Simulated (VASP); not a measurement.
A run of VASP 6.6.1 is set up as follows.

The input INCAR:

```
PREC = Accurate ; ENCUT = 520
EDIFF = 1E-6 ; ISMEAR = 0
SIGMA = 0.02 ; LREAL = False
LASPH = True ; NELM = 100
ALGO = Fast ; ISIF = 2
LWAVE = False ; LCHARG = False
GGA = PE
```

File KPOINTS:

```
Automatic mesh
0
Gamma
  8 8 8
```

POSCAR

```
ZnSe
1.0
    0.0000000000      2.8664300000      2.8664300000
    2.8664300000      0.0000000000      2.8664300000
    2.8664300000      2.8664300000      0.0000000000
Zn Se
1 1
Direct
    0.0000000000      0.0000000000      0.0000000000
    0.2500000000      0.2500000000      0.2500000000
```

File KPOINTS_OPT:

```
path GXWKGLUWLK,UX
15
line-mode
reciprocal
 0.0000000000  0.0000000000  0.0000000000  G
 0.5000000000  0.0000000000  0.5000000000  X

 0.5000000000  0.0000000000  0.5000000000  X
 0.5000000000  0.2500000000  0.7500000000  W

 0.5000000000  0.2500000000  0.7500000000  W
 0.3750000000  0.3750000000  0.7500000000  K

 0.3750000000  0.3750000000  0.7500000000  K
 0.0000000000  0.0000000000  0.0000000000  G

 0.0000000000  0.0000000000  0.0000000000  G
 0.5000000000  0.5000000000  0.5000000000  L

 0.5000000000  0.5000000000  0.5000000000  L
 0.6250000000  0.2500000000  0.6250000000  U

 0.6250000000  0.2500000000  0.6250000000  U
 0.5000000000  0.2500000000  0.7500000000  W

 0.5000000000  0.2500000000  0.7500000000  W
 0.5000000000  0.5000000000  0.5000000000  L

 0.5000000000  0.5000000000  0.5000000000  L
 0.3750000000  0.3750000000  0.7500000000  K

 0.6250000000  0.2500000000  0.6250000000  U
 0.5000000000  0.0000000000  0.5000000000  X
```

Potentials or basis: VASP PAW PBE potentials, release 64 (Zn, Se).

Command:

```console
$ cat potpaw_PBE.64/Zn/POTCAR potpaw_PBE.64/Se/POTCAR > POTCAR
$ mpirun -np 1 vasp_std > vasp.out
```

(1) Predict the band gap along the path.

(2) Predict the band gap on the k mesh.

(3) Estimate the pressure.

## Answers

(1) 1.15 eV, direct.

(2) 1.15 eV, direct.

(3) 0.3 GPa.

**Measured values to compare with.**

“Alloy Disordering Effects on the Thermal Conductivity and Energy Gap Temperature Dependence of Cd1−xZnxSe Ternary Crystals Grown by the Bridgman Method”, 2023, pmc:10253836 reports, for a bulk crystal of ZnSe at 300 K: band gap 2.695 ± 0.003 eV (an exciton energy, a little under the gap).

Measured gap of ZnSe: 2.695 eV (an exciton energy, a little under the gap; 300 K; “Alloy Disordering Effects on the Thermal Conductivity and Energy Gap Temperature Dependence of Cd1−xZnxSe Ternary Crystals Grown by the Bridgman Method”, 2023, pmc:10253836). This calculation gives 1.15 eV (-1.54 eV). So large a miss can be the level of theory's own, or it may mean another phase, state or a wrong row. Spin-orbit coupling on Se is left out. The value is that of PBE, without temperature or zero-point motion. Semilocal functionals fall short of measured gaps as a rule.
